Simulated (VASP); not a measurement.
Cost and result of VASP (PAW) for the band gap of LiH (rock salt). Gaps are without spin-orbit coupling. Each level names its cell: its own relaxed one, PBE's, or the starting one. A gap is the smallest over the k-mesh and a band path; hybrids may have named points in place of the path, and GW has the mesh alone. The cost counts the self-consistent run with its band path or extra points (for GW, with the PBE run and the diagonalisation ahead of it), each on the mesh and cut-off of its row, so the ratios hold those differences too. With LDA it took about 6 core-seconds. The timings are rough (shared machines, no repeats); factors under 2 mean little.

mBJ is a potential without an energy functional, so only the levels count.

```
level                      k-mesh  cut-off (eV)  band gap (eV)         cost over LDA
-----------------------  --------  ------------  -------------  --------------------
LDA (own cell)           13×13×13           520           2.52             reference
RPBE (own cell)          12×12×12           520            [?]  within a factor of 2
PBE-D3(BJ) (own cell)    13×13×13           520           2.89  within a factor of 2
mBJ (TB09) (PBE cell)       8×8×8           520           5.07         about 3 times
optB88-vdW (own cell)    13×13×13           520           3.31         about 4 times
Hartree-Fock (PBE cell)     8×8×8           520          10.92        about 20 times
B3LYP (PBE cell)            8×8×8           520            [?]        about 20 times
```

Fill in the missing entries.

- RPBE (own cell), band gap (eV): 3.16
- B3LYP (PBE cell), band gap (eV): 4.76

Left out are levels that failed, ran on another kind of processor or have no fit band path; at most nine are shown.

The compound is LiH in the rock salt structure.
